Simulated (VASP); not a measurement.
The cell holds one BaO (rock salt) (110) slab, with vacuum along c, ions free to move until forces fall under 0.03 eV/Å, no reconstruction beyond this cell, dipole correction on. Ionisation potential and electron affinity count from the cell's own band edges, surface states included.

Data:

```
CELL_PARAMETERS angstrom
      3.91286     0.00000     0.00000
      0.00000     5.53362     0.00000
      0.00000     0.00000    26.72132
ATOMIC_POSITIONS crystal
  Ba 0.00000 0.00000 0.31736
  Ba 0.50000 0.50000 0.38781
  Ba 0.00000 0.00000 0.46323
  Ba 0.50000 0.50000 0.53677
  Ba 0.00000 0.00000 0.61219
  Ba 0.50000 0.50000 0.68264
  O  0.50000 0.00000 0.37711
  O  0.00000 0.50000 0.32902
  O  0.50000 0.00000 0.52692
  O  0.00000 0.50000 0.47308
  O  0.50000 0.00000 0.67098
  O  0.00000 0.50000 0.62289
```

Method: PBEsol GGA, VASP's PBE PAW potentials (set 64) (plane waves; VASP). Settings: 450 eV cut-off, 5×4×1 Γ-centred mesh, Gaussian smearing of 0.050 eV, potentials Ba_sv O.

Slab and bulk use different k-meshes, so the surface energy is good to a few per cent at best.

**Question.** Predict its surface energy, ionisation potential, electron affinity.

**Answer.** 
```
Property                  Value
--------------------  ---------
surface energy        0.75 J/m²
ionisation potential    2.79 eV
electron affinity       1.01 eV
```

The cell is a thin slab with vacuum, built from BaO (rock salt): (110) face.
